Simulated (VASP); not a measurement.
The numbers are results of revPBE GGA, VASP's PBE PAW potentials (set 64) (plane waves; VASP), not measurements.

The input files of a VASP run:

POSCAR:
```
Ca
1
   -0.0000000000     2.7997941692     2.7997941692
    2.7997941692     0.0000000000     2.7997941692
    2.7997941692     2.7997941692    -0.0000000000
Ca
1
Direct
  0.0000000000   0.0000000000   0.0000000000
```

INCAR:
```
SYSTEM = Ca
PREC = Accurate
ENCUT = 520
EDIFF = 1E-7
NELM = 100
ALGO = Normal
LREAL = .FALSE.
LASPH = .TRUE.
ISMEAR = -5
GGA = RE
LWAVE = .FALSE.
LCHARG = .TRUE.
LORBIT = 11
NEDOS = 601
ISIF = 2
```

**KPOINTS**
```
Automatic mesh
0
G
13 13 13
```

POTCAR, in this order: Ca_sv (PBE.64 set). Program: vasp_std.

The resulting files:

### OSZICAR
```
       N       E                     dE             d eps       ncg     rms          rms(c)
DAV:   1     0.635360409981E+02    0.63536E+02   -0.50209E+03  1512   0.990E+02
DAV:   2    -0.469468544751E+00   -0.64006E+02   -0.63786E+02  1558   0.230E+02
DAV:   3    -0.171818203135E+01   -0.12487E+01   -0.12408E+01  2275   0.346E+01
DAV:   4    -0.176728341671E+01   -0.49101E-01   -0.48931E-01  2286   0.512E+00
DAV:   5    -0.176829756776E+01   -0.10142E-02   -0.10234E-02  2379   0.465E-01    0.228E+00
DAV:   6    -0.176431308528E+01    0.39845E-02   -0.13964E-02  1913   0.147E+00    0.141E+00
DAV:   7    -0.176488184549E+01   -0.56876E-03   -0.20414E-02  1868   0.197E+00    0.111E-01
DAV:   8    -0.176424335817E+01    0.63849E-03   -0.25076E-03  1845   0.542E-01    0.230E-02
DAV:   9    -0.176425396986E+01   -0.10612E-04   -0.15447E-04  2444   0.965E-02    0.857E-03
DAV:  10    -0.176426018291E+01   -0.62130E-05   -0.14736E-05  1919   0.433E-02    0.137E-03
DAV:  11    -0.176425876590E+01    0.14170E-05   -0.88828E-07  2434   0.955E-03    0.583E-04
DAV:  12    -0.176425907704E+01   -0.31114E-06   -0.45833E-08  1375   0.169E-03    0.101E-04
DAV:  13    -0.176425915428E+01   -0.77241E-07   -0.10161E-08  1016   0.805E-04
   1 F= -.17642592E+01 E0= -.17642592E+01  d E =0.000000E+00
```

OUTCAR:
```
------------------------ aborting loop because EDIFF is reached ----------------------------------------
  FORCE on cell =-STRESS in cart. coord.  units (eV):
  Direction    XX          YY          ZZ          XY          YZ          ZX
  --------------------------------------------------------------------------------------
  Total       -0.0174884     -0.0174884     -0.0174884      0.0000000      0.0000000      0.0000000
  in kB       -0.6383391     -0.6383391     -0.6383391      0.0000000      0.0000000      0.0000000
  external PRESSURE =      -0.6383391 kB  Pullay stress =       0.0000000 kB
  volume of cell :       43.89
      direct lattice vectors                 reciprocal lattice vectors
     0.000000000  2.799794169  2.799794169    -0.178584557  0.178584557  0.178584557
     2.799794169  0.000000000  2.799794169     0.178584557 -0.178584557  0.178584557
     2.799794169  2.799794169  0.000000000     0.178584557  0.178584557 -0.178584557
 POSITION                                       TOTAL-FORCE (eV/Angst)
 -----------------------------------------------------------------------------------
      0.00000      0.00000      0.00000        -0.000000     -0.000000     -0.000000
 -----------------------------------------------------------------------------------
    total drift:                               -0.000000     -0.000000     -0.000000
  FREE ENERGIE OF THE ION-ELECTRON SYSTEM (eV)
  ---------------------------------------------------
  free  energy   TOTEN  =        -1.7642591543 eV

  energy  without entropy=       -1.7642591543  energy(sigma->0) =       -1.76425915

 total charge

# of ion       s       p       d       tot
------------------------------------------
    1        2.081   5.836   0.150   8.067
```
(Selected blocks of OUTCAR.)

For a metal the tetrahedron method with Blöchl corrections gives inexact stress and forces.

The compound is Ca in the fcc structure. It was relaxed first.
